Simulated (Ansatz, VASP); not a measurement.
# Cross-check of HfB between VASP and Ansatz

Wanted: the spread between two codes on one cell, functional and k mesh. The cell is taken from a series of runs on this material, whose earlier steps may have relaxed, scaled, displaced or heated it; both programs get it as it stands.

Calculated with Ansatz 0.2.0; plane waves, with VASP 6.6.1 beside it; zone-centre phonons at PBE with D4.

### 1. Starting point

Symmetry: Fm-3m, No. 225, cubic system. The conventional cell has a = 4.800 Å, b = 4.800 Å, c = 4.800 Å, α = 90.00°, β = 90.00°, γ = 90.00°. Nearest to Hf lie 6 B at 2.40 Å. Nearest to B lie 6 Hf at 2.40 Å. Farther neighbours are not listed.

### 2. VASP: zone-centre phonons, PBE with D4

Second derivatives magnify differences that forces hide, and they need a tight electronic threshold.

Lines of VASP's logs that name or quote its potential files are left out, and so is its time.

File INCAR:

```
SYSTEM = HfB
PREC = Accurate
ENCUT = 500
EDIFF = 1E-08
NELM = 120
ISMEAR = 1
SIGMA = 0.15
LREAL = .FALSE.
ALGO = Normal
GGA = PE
IVDW = 13
NBANDS = 12
LASPH = .TRUE.
LORBIT = 11
LWAVE = .FALSE.
LCHARG = .FALSE.
ISIF = 2
IBRION = 6
NFREE = 2
POTIM = 0.015
NSW = 1
GGA_COMPAT = .FALSE.
KPAR = 2
```

File POSCAR:

```
HfB
1.0
    0.0000000000      2.3999434767      2.3999434767
    2.3999434767      0.0000000000      2.3999434767
    2.3999434767      2.3999434767      0.0000000000
Hf B
1 1
Direct
    0.5000000000      0.5000000000      0.5000000000
    0.0000000000      0.0000000000      0.0000000000
```

File KPOINTS:

```
Automatic mesh
0
Gamma
16 16 16
0 0 0
```

The projector-augmented-wave data sets are Hf_pv and B (PBE family, release 64).

Started as:

```
> mpirun -np 2 vasp_std
```

Numbers of over 12 decimals in the logs are rounded to 6 here.

The log of the run:

```text
[banner, memory and clock lines left out]
running    2 mpi-ranks, on    1 nodes
 distrk:  each k-point on    1 cores,    2 groups
 distr:  one band on    1 cores,    1 groups

 POSCAR found type information on POSCAR HfB
 POSCAR found :  2 types and       2 ions
 LDA part: xc-table for (Slater+PW92), standard interpolation
 POSCAR, INCAR and KPOINTS ok, starting setup
 FFT: planning ... GRIDC
 FFT: planning ... GRID_SOFT
 FFT: planning ... GRID
 WAVECAR not read
 entering main loop
       N       E                     dE             d eps       ncg     rms          rms(c)
DAV:   1     0.161977653586E+02    0.16198E+02   -0.70091E+03  3488   0.975E+02
DAV:   2    -0.181905977242E+02   -0.34388E+02   -0.32782E+02  4248   0.188E+02
DAV:   3    -0.191751858531E+02   -0.98459E+00   -0.96245E+00  4428   0.221E+01
DAV:   4    -0.191807343027E+02   -0.55484E-02   -0.55460E-02  3920   0.197E+00
DAV:   5    -0.191807715933E+02   -0.37291E-04   -0.37290E-04  4364   0.150E-01    0.555E+01
DAV:   6    -0.175140348727E+02    0.16667E+01   -0.46358E+00  3844   0.118E+01    0.357E+01
DAV:   7    -0.174738030804E+02    0.40232E-01   -0.62921E-01  4108   0.544E+00    0.108E+01
DAV:   8    -0.174552095914E+02    0.18593E-01   -0.78065E-02  3896   0.167E+00    0.107E+00
DAV:   9    -0.174550669412E+02    0.14265E-03   -0.27041E-03  4044   0.417E-01    0.270E-01
DAV:  10    -0.174550735301E+02   -0.65889E-05   -0.67387E-05  4228   0.668E-02    0.265E-02
DAV:  11    -0.174550738297E+02   -0.29966E-06   -0.28221E-06  4248   0.117E-02    0.241E-02
DAV:  12    -0.174550730931E+02    0.73667E-06   -0.98828E-07  4080   0.829E-03    0.820E-04
DAV:  13    -0.174550730979E+02   -0.47703E-08   -0.27345E-08  4036   0.141E-03
   1 F= -.18009501E+02 E0= -.18009928E+02  d E =0.128158E-02
[...]
2 F= -.18008589E+02 E0= -.18009020E+02  d E =0.129456E-02
[...]
3 F= -.18008589E+02 E0= -.18009020E+02  d E =0.129454E-02
[...]
4 F= -.18008588E+02 E0= -.18009020E+02  d E =0.129453E-02
 Finite differences progress:
  Degree of freedom:   2/  2
  Displacement:        1/  2
  Total:               3/  4
 bond charge predicted
       N       E                     dE             d eps       ncg     rms          rms(c)
DAV:   1    -0.174556587912E+02   -0.14984E-02   -0.52991E-01  8816   0.404E+00    0.465E-01
DAV:   2    -0.174544890223E+02    0.11698E-02   -0.35157E-03 10260   0.397E-01    0.226E-01
DAV:   3    -0.174541517869E+02    0.33724E-03   -0.11416E-03  9952   0.187E-01    0.313E-02
DAV:   4    -0.174541597543E+02   -0.79674E-05   -0.89148E-05  9888   0.578E-02    0.210E-02
DAV:   5    -0.174541604356E+02   -0.68127E-06   -0.12284E-06 10152   0.106E-02    0.622E-03
DAV:   6    -0.174541603807E+02    0.54902E-07   -0.18839E-07  9428   0.352E-03    0.156E-03
DAV:   7    -0.174541603832E+02   -0.25202E-08   -0.29389E-08  9096   0.116E-03
   5 F= -.18008588E+02 E0= -.18009020E+02  d E =0.129456E-02
 Finite differences progress:
  Degree of freedom:   2/  2
  Displacement:        2/  2
  Total:               4/  4
```

Parts of OUTCAR (step 2):

```text
ion  position               nearest neighbor table
   1  0.500  0.500  0.500-   2 2.40   2 2.40   2 2.40   2 2.40   2 2.40   2 2.40
   2  0.000  0.000  0.000-   1 2.40   1 2.40   1 2.40   1 2.40   1 2.40   1 2.40

  LATTYP: Found a face centered cubic cell.
 ALAT       =     4.7998869534

 Subroutine GETGRP returns: Found 48 space group operations
 (whereof 48 operations were pure point group operations)

The static configuration has the point symmetry O_h .

 Found    145 irreducible k-points:

   k-points           NKPTS =    145   k-points in BZ     NKDIM =    145   number of bands    NBANDS=     12

   dimension x,y,z NGX =    28 NGY =   28 NGZ =   28
   dimension x,y,z NGXF=    56 NGYF=   56 NGZF=   56

   ENCUT  =  500.0 eV  36.75 Ry    6.06 a.u.   6.19  6.19  6.19*2*pi/ulx,y,z

   NELECT =      13.0000    total number of electrons

 k-points in reciprocal lattice and weights: Automatic mesh
   0.00000000  0.00000000  0.00000000       0.000
   0.06250000  0.00000000  0.00000000       0.002
   0.12500000  0.00000000  0.00000000       0.002
   0.18750000  0.00000000  0.00000000       0.002
   0.25000000  0.00000000  0.00000000       0.002
   0.31250000  0.00000000  0.00000000       0.002
   0.37500000  0.00000000  0.00000000       0.002
   0.43750000  0.00000000  0.00000000       0.002
   0.50000000  0.00000000  0.00000000       0.001
[...]
-0.31250000  0.50000000  0.18750000       0.003
  -0.25000000  0.50000000  0.25000000       0.001

 average (electrostatic) potential at core
       1 -36.3520       2 -26.6241

 E-fermi :   4.4113

 k-point     1 :       0.0000    0.0000    0.0000
  band No.  band energies     occupation
      1     -24.4935      2.00000
      2     -24.4933      2.00000
      3     -24.4933      2.00000
      4      -4.7817      2.00000
      5       6.4846     -0.00000
      6       6.4846     -0.00000
      7       6.4891     -0.00000
      8       7.9847      0.00000
      9       8.0475      0.00000
    ...

 k-point     2 :       0.0625    0.0000    0.0000
  band No.  band energies     occupation
      1     -24.5123      2.00000
      2     -24.4954      2.00000
      3     -24.4953      2.00000
      4      -4.6834      2.00000
      5       6.0949     -0.00000
      6       6.4078     -0.00000
      7       6.4134     -0.00000
      8       7.2582     -0.00000
      9       7.2644     -0.00000
    ...

 k-point     3 :       0.1250    0.0000    0.0000
  band No.  band energies     occupation
      1     -24.5661      2.00000
      2     -24.5013      2.00000
      3     -24.5011      2.00000
      4      -4.3949      2.00000
      5       5.2864     -0.00000
      6       5.8380     -0.00000
      7       5.8417     -0.00000
      8       7.1657     -0.00000
      9       7.1679     -0.00000
    ...

  DFT-D4 for vdW energy calculation

  Edisp (eV):   -0.55443

  Total       0.04355     0.03425     0.03425     0.00000     0.00000     0.00000
  in kB       2.52366     1.98468     1.98468     0.00000     0.00000     0.00000
  external pressure =        2.16 kB  Pullay stress =        0.00 kB

  energy-cutoff  :      500.00
  volume of cell :       27.65
      direct lattice vectors                 reciprocal lattice vectors
     0.000000000  2.399943477  2.399943477    -0.208338240  0.208338240  0.208338240
     2.399943477  0.000000000  2.399943477     0.208338240 -0.208338240  0.208338240
     2.399943477  2.399943477  0.000000000     0.208338240  0.208338240 -0.208338240

 POSITION                                       TOTAL-FORCE (eV/Angst)
 -----------------------------------------------------------------------------------
      2.39994      2.39994      2.39994        -0.121685      0.000000      0.000000
     -0.01500      0.00000      0.00000         0.121685      0.000000      0.000000
 -----------------------------------------------------------------------------------
    total drift:                               -0.000030      0.000000      0.000000

  FREE ENERGIE OF THE ION-ELECTRON SYSTEM (eV)
  ---------------------------------------------------
  free  energy   TOTEN  =       -18.0085884937 eV

  energy  without entropy=      -18.0098830540  energy(sigma->0) =      -18.00902001

 Eigenvectors and eigenvalues of the dynamical matrix
 ----------------------------------------------------

   1 f  =   13.946569 THz    87.628876 2PiTHz  465.207460 cm-1    57.678348 meV
             X         Y         Z           dx          dy          dz
      2.399943  2.399943  2.399943     0.238957   -0.000000   -0.000000
      0.000000  0.000000  0.000000    -0.971030   -0.000000    0.000000

   2 f  =   13.946569 THz    87.628876 2PiTHz  465.207460 cm-1    57.678348 meV
             X         Y         Z           dx          dy          dz
      2.399943  2.399943  2.399943     0.000000    0.238957    0.000000
      0.000000  0.000000  0.000000     0.000000   -0.971030    0.000000

   3 f  =   13.946569 THz    87.628876 2PiTHz  465.207460 cm-1    57.678348 meV
             X         Y         Z           dx          dy          dz
      2.399943  2.399943  2.399943     0.000000    0.000000   -0.238957
      0.000000  0.000000  0.000000     0.000000    0.000000    0.971030

   4 f/i=    0.000290 THz     0.001820 2PiTHz    0.009661 cm-1     0.001198 meV
             X         Y         Z           dx          dy          dz
      2.399943  2.399943  2.399943     0.028339    0.119848    0.963189
      0.000000  0.000000  0.000000     0.006974    0.029493    0.237027

   5 f/i=    0.000290 THz     0.001820 2PiTHz    0.009661 cm-1     0.001198 meV
             X         Y         Z           dx          dy          dz
      2.399943  2.399943  2.399943     0.940477    0.234874   -0.056896
      0.000000  0.000000  0.000000     0.231438    0.057799   -0.014001

   6 f/i=    0.000290 THz     0.001820 2PiTHz    0.009661 cm-1     0.001198 meV
             X         Y         Z           dx          dy          dz
      2.399943  2.399943  2.399943     0.240000   -0.934543    0.109222
      0.000000  0.000000  0.000000     0.059061   -0.229978    0.026878

 ELASTIC MODULI CONTR FROM IONIC RELAXATION (kBar)
 Direction    XX          YY          ZZ          XY          YZ          ZX
 --------------------------------------------------------------------------------
 XX           0.0000      0.0000      0.0000      0.0000      0.0000      0.0000
 YY           0.0000      0.0000      0.0000      0.0000      0.0000      0.0000
 ZZ           0.0000      0.0000      0.0000      0.0000      0.0000      0.0000
 XY           0.0000      0.0000      0.0000      0.0000      0.0000      0.0000
 YZ           0.0000      0.0000      0.0000      0.0000      0.0000      0.0000
 ZX           0.0000      0.0000      0.0000      0.0000      0.0000      0.0000
 --------------------------------------------------------------------------------

 total charge
# of ion       s       p       d       tot
------------------------------------------
    1        0.325   6.547   1.680   8.552
    2        0.767   1.077   0.000   1.844
--------------------------------------------------
tot          1.091   7.624   1.680  10.396

[... 3 further parts left out ...]
```

This run has no spin polarisation. Its electron count is odd, so without a moment it is a metal by construction.

Levels, forces or a CONTCAR printed for this step are those of its last displaced cell, not of the structure at rest.

(Part 1 of 2 ends here.)

[Lines on the potential files, build, host, timing and source positions are cut from VASP's logs without a mark.]

[Logs are printed without paths, hosts, clocks, repeated set-up lines and the standing remarks that a program may print on its own settings, such as how far it seeks lower states.]

[Hosts, paths, dates, database ids (printed as entryN), source tags and the programs' standing remarks are cut or masked in the printed files.]
